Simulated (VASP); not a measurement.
Input:

```
CELL_PARAMETERS angstrom
      0.00000     3.59374     3.59374
      3.59374     0.00000     3.59374
      3.59374     3.59374     0.00000
ATOMIC_POSITIONS crystal
  K  0.00000 0.00000 0.00000
  I  0.50000 0.50000 0.50000
```

Level of theory: PBE GGA, VASP's PBE PAW potentials (set 64) (plane waves; VASP). Numerical set-up: 520 eV cut-off, 6×6×6 Γ-centred mesh, Gaussian smearing of 0.050 eV, potentials K_sv I.

Unless said otherwise, spin-orbit coupling is left out, though it shifts the bands of the heavy elements here.

Question: Predict the energy per atom (σ→0), band gap (on the k-mesh) with the smallest direct gap where there is one.

Answer: 
```yaml
band gap (on the k-mesh): 3.85 eV
smallest direct gap (on the k-mesh): 3.85 eV
energy per atom (σ→0): -2.783 eV/atom
```

Total energies compare only between runs with the same potentials, cut-off and functional.

The compound is KI in the rock salt structure. It was relaxed first, which changed the volume by +5 %.
